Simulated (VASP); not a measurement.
The system is Al15SbN16 (a cell with a defect).

```xyz
32
Lattice="6.2260 0.0000 0.0000 -3.1130 5.3919 0.0000 0.0000 0.0000 9.9620" Properties=species:S:1:pos:R:3 pbc="T T T"
Sb    0.0000    1.7973    0.0000
Al    0.0000    1.7973    4.9810
Al   -1.5565    4.4932    0.0000
Al   -1.5565    4.4932    4.9810
Al    3.1130    1.7973    0.0000
Al    3.1130    1.7973    4.9810
Al    1.5565    4.4932    0.0000
Al    1.5565    4.4932    4.9810
Al    1.5565    0.8986    2.4905
Al    1.5565    0.8986    7.4715
Al    0.0000    3.5946    2.4905
Al    0.0000    3.5946    7.4715
Al    4.6695    0.8986    2.4905
Al    4.6695    0.8986    7.4715
Al    3.1130    3.5946    2.4905
Al    3.1130    3.5946    7.4715
N     0.0000    1.7973    1.8928
N     0.0000    1.7973    6.8738
N    -1.5565    4.4932    1.8928
N    -1.5565    4.4932    6.8738
N     3.1130    1.7973    1.8928
N     3.1130    1.7973    6.8738
N     1.5565    4.4932    1.8928
N     1.5565    4.4932    6.8738
N     1.5565    0.8986    4.3833
N     1.5565    0.8986    9.3643
N     0.0000    3.5946    4.3833
N     0.0000    3.5946    9.3643
N     4.6695    0.8986    4.3833
N     4.6695    0.8986    9.3643
N     3.1130    3.5946    4.3833
N     3.1130    3.5946    9.3643
```

Base run:

| Item | Value |
| --- | --- |
| Program | VASP 6.6.1 |
| Functional | PBE |
| Potentials or basis | VASP PAW PBE potentials, release 64 (Sb, Al, N) |
| Cutoff | 520 eV |
| k mesh | 4 × 4 × 2 |
| Occupations | fermi-dirac, width 0.01 eV |
| Spin | no spin polarisation |

Its results: band gap on the k mesh none (metal or under the smearing width); pressure 14.5 GPa; largest force 5.398 eV/Å.

Task: The run is repeated on the same cell with these changes: potentials or basis from VASP PAW PBE potentials, release 64 (Sb, Al, N) to VASP PAW PBE potentials, release 64 (B, Al, N); further incar settings from LREAL = Auto; ALGO = Fast; EDIFF = 1e-08; NBANDS = 87 to LREAL = Auto; ALGO = Fast; EDIFF = 1e-08; NBANDS = 86; valence electrons from 130 to 128. What comes out?

Result: Band gap on the k mesh 3.67 eV, direct; pressure -1.0 GPa; largest force 2.643 eV/Å.

A k mesh can miss the band edges.
